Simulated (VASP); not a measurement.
Data:

```
ZnSe
1.0
    4.05650     0.00000     0.00000
   -2.02825     3.51303     0.00000
    0.00000     0.00000    15.41275
Zn Se
1 1
Direct
  0.66667   0.33333   0.50000
  0.33333   0.66667   0.50000
```

All values below come from r2SCAN meta-GGA, VASP's PBE PAW potentials (set 64) (plane waves; VASP). Run with 400 eV cut-off, 10×10×1 Γ-centred mesh, Gaussian smearing of 0.010 eV, potentials Zn Se.

The cell holds a wide vacuum, so values per volume refer to the whole cell.

### Question
Predict the energy per atom (σ→0).

### Answer

```yaml
energy per atom (σ→0): -12.143 eV/atom
```

Only differences to runs with the same potentials and settings are physical.

The cell is a sheet with vacuum, built from a generated structure.
